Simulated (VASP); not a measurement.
# Which native defect does DyMg3 form most easily?, part 2 of 7

Aim: formation energies of the vacancies and antisites of DyMg3, in the two limits of its composition. The start is a cell from a database of measured crystal structures.

VASP 6.6.1, plane waves and PAW; the level of theory is named at each step.

Still holding for the runs below: The data set Dy_3 holds the 4f electrons frozen in the core, so no f bands or f moments appear. The k-mesh is coarse for a metal.

So far. Step 2 (The host at zero pressure): The run ended after 2 ionic steps, 0.002 eV below its first step, once forces and stress met EDIFFG = -0.02.

### 3. The supercell without the defect

Level of this step: PBEsol, 4f electrons in the core; plane waves and PAW (Dy_3, Mg) (VASP).

System of this step: DyMg3. The structure is cubic, space group Fm-3m (No. 225). The conventional cell has a = 7.247 Å, b = 7.247 Å, c = 7.247 Å, α = 90.00°, β = 90.00°, γ = 90.00°. Nearest to Dy lie 8 Mg at 3.14 Å. Nearest to Mg lie 4 Dy at 3.14 Å and 4 Mg at 3.14 Å. Nearest to Mg lie 8 Mg at 3.14 Å. Farther neighbours are not listed.

The same cell, mesh and cutoff without the defect give the energy to subtract and, in a gapped host, the band edges to count from, so that most errors cancel.

INCAR reads:

```
SYSTEM = DyMg3
PREC = Normal
ENCUT = 300
EDIFF = 1E-05
NELM = 120
ISMEAR = 1
SIGMA = 0.2
LREAL = Auto
ALGO = Fast
GGA = PS
LORBIT = 11
LWAVE = .FALSE.
LCHARG = .FALSE.
KPAR = 4
NCORE = 2
```

POSCAR reads:

```
DyMg3
1.0
    0.0000000000      7.2468013818      7.2468013818
    7.2468013818      0.0000000000      7.2468013818
    7.2468013818      7.2468013818      0.0000000000
Dy Mg
8 24
Direct
    0.0000000000      0.0000000000      0.0000000000
    0.0000000000      0.0000000000      0.5000000000
    0.0000000000      0.5000000000      0.0000000000
    0.0000000000      0.5000000000      0.5000000000
    0.5000000000      0.0000000000      0.0000000000
    0.5000000000      0.0000000000      0.5000000000
    0.5000000000      0.5000000000      0.0000000000
    0.5000000000      0.5000000000      0.5000000000
    0.3750000000      0.3750000000      0.3750000000
    0.3750000000      0.3750000000      0.8750000000
    0.3750000000      0.8750000000      0.3750000000
    0.3750000000      0.8750000000      0.8750000000
    0.8750000000      0.3750000000      0.3750000000
    0.8750000000      0.3750000000      0.8750000000
    0.8750000000      0.8750000000      0.3750000000
    0.8750000000      0.8750000000      0.8750000000
    0.1250000000      0.1250000000      0.1250000000
    0.1250000000      0.1250000000      0.6250000000
    0.1250000000      0.6250000000      0.1250000000
    0.1250000000      0.6250000000      0.6250000000
    0.6250000000      0.1250000000      0.1250000000
    0.6250000000      0.1250000000      0.6250000000
    0.6250000000      0.6250000000      0.1250000000
    0.6250000000      0.6250000000      0.6250000000
    0.2500000000      0.2500000000      0.2500000000
    0.2500000000      0.2500000000      0.7500000000
    0.2500000000      0.7500000000      0.2500000000
    0.2500000000      0.7500000000      0.7500000000
    0.7500000000      0.2500000000      0.2500000000
    0.7500000000      0.2500000000      0.7500000000
    0.7500000000      0.7500000000      0.2500000000
    0.7500000000      0.7500000000      0.7500000000
```

KPOINTS reads:

```
Automatic mesh
0
Gamma
3 3 3
0 0 0
```

Potentials, in the order of the species: Dy_3 and Mg (PBE family, release 64).

Started as:

```bash
mpirun -np 8 vasp_std
```

The program printed:

```text
[banner, memory and clock lines left out]
running    8 mpi-ranks, on    1 nodes
 distrk:  each k-point on    2 cores,    4 groups
 distr:  one band on    2 cores,    1 groups

 POSCAR found type information on POSCAR DyMg
 POSCAR found :  2 types and      32 ions
 [... a notice as in an earlier step ...]

 LDA part: xc-table for (Slater+PW92), standard interpolation
 POSCAR, INCAR and KPOINTS ok, starting setup
 FFT: planning ... GRIDC
 FFT: planning ... GRID_SOFT
 FFT: planning ... GRID
 WAVECAR not read
 entering main loop
       N       E                     dE             d eps       ncg     rms          rms(c)
DAV:   1     0.374480241724E+03    0.37448E+03   -0.35680E+04   728   0.831E+02
DAV:   2    -0.455878842159E+02   -0.42007E+03   -0.40170E+03   785   0.264E+02
DAV:   3    -0.816008149075E+02   -0.36013E+02   -0.34687E+02   811   0.528E+01
DAV:   4    -0.837300879866E+02   -0.21293E+01   -0.20924E+01   808   0.133E+01
DAV:   5    -0.838297055040E+02   -0.99618E-01   -0.98905E-01   888   0.272E+00    0.494E+01
RMM:   6    -0.836426954572E+02    0.18701E+00   -0.96058E-02   742   0.883E-01    0.295E+01
RMM:   7    -0.834990967741E+02    0.14360E+00   -0.29297E-01   781   0.128E+00    0.397E-01
RMM:   8    -0.835024996318E+02   -0.34029E-02   -0.70300E-02   954   0.618E-01    0.400E-01
RMM:   9    -0.835011736765E+02    0.13260E-02   -0.60914E-03   904   0.249E-01    0.168E-01
RMM:  10    -0.835001310530E+02    0.10426E-02   -0.12589E-02   903   0.263E-01    0.116E-01
RMM:  11    -0.834999056225E+02    0.22543E-03   -0.96730E-04   774   0.113E-01    0.789E-02
RMM:  12    -0.834998889657E+02    0.16657E-04   -0.34661E-04   913   0.442E-02    0.247E-02
RMM:  13    -0.834998946478E+02   -0.56821E-05   -0.26477E-04   926   0.345E-02    0.982E-03
RMM:  14    -0.834998948742E+02   -0.22643E-06   -0.43065E-05   631   0.155E-02
   1 F= -.83499895E+02 E0= -.83501696E+02  d E =0.540202E-02
```

It took 22 s on 8 MPI ranks of AMD EPYC 7R43, shared host; peak memory 1.9 GiB.

From OUTCAR (step 3):

```text
  LATTYP: Found a face centered cubic cell.
 ALAT       =    14.4936027636

The static configuration has the point symmetry O_h .

 Found      4 irreducible k-points:

   k-points           NKPTS =      4   k-points in BZ     NKDIM =      4   number of bands    NBANDS=     77

   dimension x,y,z NGX =    48 NGY =   48 NGZ =   48
   dimension x,y,z NGXF=    96 NGYF=   96 NGZF=   96

   ENCUT  =  300.0 eV  22.05 Ry    4.70 a.u.  14.47 14.47 14.47*2*pi/ulx,y,z

   NELECT =     120.0000    total number of electrons

 E-fermi :   2.8455

 k-point     1 :       0.0000    0.0000    0.0000
  band No.  band energies     occupation
    ...
     58       2.2343      2.00014
     59       2.2343      2.00014
     60       2.7090      1.90713
     61       2.7090      1.90713
     62       2.7090      1.90713
     63       3.7575     -0.00000
     64       3.7575     -0.00000
     65       3.8152     -0.00000
     66       3.8152     -0.00000
     67       3.8153     -0.00000
    ...

 k-point     2 :       0.3333    0.0000    0.0000
  band No.  band energies     occupation
    ...
     58       2.2553      2.00024
     59       2.2553      2.00024
     60       2.8159      1.24781
     61       2.8159      1.24779
     62       2.8159      1.24779
     63       3.4039     -0.00057
     64       3.4039     -0.00057
     65       3.6306     -0.00000
     66       3.6310     -0.00000
     67       3.7922     -0.00000
    ...

  Total       -0.8550037     -0.8550037     -0.8550037     -0.0000000     -0.0000000      0.0000000
  in kB       -1.7997389     -1.7997389     -1.7997389     -0.0000000     -0.0000000      0.0000000
  external PRESSURE =      -1.7997389 kB  Pullay stress =       0.0000000 kB

  energy-cutoff  :      300.00
  volume of cell :      761.15
      direct lattice vectors                 reciprocal lattice vectors
     0.000000000  7.246801382  7.246801382    -0.068995957  0.068995957  0.068995957
     7.246801382  0.000000000  7.246801382     0.068995957 -0.068995957  0.068995957
     7.246801382  7.246801382  0.000000000     0.068995957  0.068995957 -0.068995957

 POSITION                                       TOTAL-FORCE (eV/Angst)
 -----------------------------------------------------------------------------------
      0.00000      0.00000      0.00000         0.000000      0.000000      0.000000
      3.62340      3.62340      0.00000         0.000000      0.000000      0.000000
      3.62340      0.00000      3.62340         0.000000      0.000000      0.000000
      7.24680      3.62340      3.62340         0.000000      0.000000      0.000000
      0.00000      3.62340      3.62340         0.000000      0.000000      0.000000
      3.62340      7.24680      3.62340         0.000000      0.000000      0.000000
      3.62340      3.62340      7.24680         0.000000      0.000000      0.000000
      7.24680      7.24680      7.24680         0.000000      0.000000      0.000000
      5.43510      5.43510      5.43510         0.000000     -0.000000     -0.000000
      9.05850      9.05850      5.43510         0.000000      0.000000     -0.000000
      9.05850      5.43510      9.05850         0.000000     -0.000000     -0.000000
     12.68190      9.05850      9.05850         0.000000     -0.000000     -0.000000
      5.43510      9.05850      9.05850        -0.000000     -0.000000     -0.000000
      9.05850     12.68190      9.05850         0.000000     -0.000000     -0.000000
      9.05850      9.05850     12.68190        -0.000000     -0.000000     -0.000000
     12.68190     12.68190     12.68190         0.000000     -0.000000     -0.000000
      1.81170      1.81170      1.81170        -0.000000     -0.000000      0.000000
      5.43510      5.43510      1.81170        -0.000000      0.000000      0.000000
      5.43510      1.81170      5.43510        -0.000000     -0.000000      0.000000
      9.05850      5.43510      5.43510        -0.000000     -0.000000      0.000000
      1.81170      5.43510      5.43510        -0.000000     -0.000000      0.000000
      5.43510      9.05850      5.43510        -0.000000     -0.000000      0.000000
      5.43510      5.43510      9.05850        -0.000000     -0.000000      0.000000
      9.05850      9.05850      9.05850        -0.000000      0.000000      0.000000
      3.62340      3.62340      3.62340         0.000000      0.000000      0.000000
      7.24680      7.24680      3.62340         0.000000      0.000000      0.000000
      7.24680      3.62340      7.24680         0.000000      0.000000      0.000000
     10.87020      7.24680      7.24680         0.000000      0.000000      0.000000
      3.62340      7.24680      7.24680         0.000000      0.000000      0.000000
      7.24680     10.87020      7.24680         0.000000      0.000000      0.000000
      7.24680      7.24680     10.87020         0.000000      0.000000      0.000000
     10.87020     10.87020     10.87020         0.000000      0.000000      0.000000
 -----------------------------------------------------------------------------------
    total drift:                                0.000000      0.000000      0.000000

  FREE ENERGIE OF THE ION-ELECTRON SYSTEM (eV)
  ---------------------------------------------------
  free  energy   TOTEN  =       -83.4998948742 eV

  energy  without entropy=      -83.5052968902  energy(sigma->0) =      -83.50169555

 total charge
# of ion       s       p       d       tot
------------------------------------------
    1        0.354   6.394   1.186   7.934
    2        0.354   6.394   1.186   7.934
    3        0.354   6.394   1.186   7.934
    4        0.354   6.394   1.186   7.934
    5        0.354   6.394   1.186   7.934
    6        0.354   6.394   1.186   7.934
    7        0.354   6.394   1.186   7.934
    8        0.354   6.394   1.186   7.934
    9        0.227   0.143   0.011   0.381
   10        0.227   0.143   0.011   0.381
   11        0.227   0.143   0.011   0.381
   12        0.227   0.143   0.011   0.381
   13        0.227   0.143   0.011   0.381
   14        0.227   0.143   0.011   0.381
   15        0.227   0.143   0.011   0.381
   16        0.227   0.143   0.011   0.381
   17        0.227   0.143   0.011   0.381
   18        0.227   0.143   0.011   0.381
   19        0.227   0.143   0.011   0.381
   20        0.227   0.143   0.011   0.381
   21        0.227   0.143   0.011   0.381
   22        0.227   0.143   0.011   0.381
   23        0.227   0.143   0.011   0.381
   24        0.227   0.143   0.011   0.381
   25        0.190   0.140   0.011   0.342
   26        0.190   0.140   0.011   0.342
   27        0.190   0.140   0.011   0.342
   28        0.190   0.140   0.011   0.342
   29        0.190   0.140   0.011   0.342
   30        0.190   0.140   0.011   0.342
   31        0.190   0.140   0.011   0.342
   32        0.190   0.140   0.011   0.342
--------------------------------------------------
tot          7.994  54.558   9.757  72.310

[... 1 part as in an earlier step ...]

[... 5 further parts left out ...]
```

This step gave:

```yaml
electronic_cycles: 14
electrons: 120
free_energy_toten: -83.4999 eV
energy_at_zero_smearing: -83.5017 eV
fermi_energy: 2.845 eV
```

The host is treated as a metal, as its relaxation found a gap under 0.3 eV or none, and only the neutral defect is run.

[end of part 2 of 7]

[Lines on the potential files, build, host, timing and source positions are cut from VASP's logs without a mark.]

[Logs are printed without paths, hosts, clocks, repeated set-up lines and the standing remarks that a program may print on its own settings, such as how far it seeks lower states.]

[Hosts, paths, dates, database ids (printed as entryN), source tags and the programs' standing remarks are cut or masked in the printed files.]

[In band tables of VASP the shares of atoms and orbitals are scaled to a sum of 1 inside the atoms' spheres.]

[Runs that stopped without an error message from VASP are left out.]
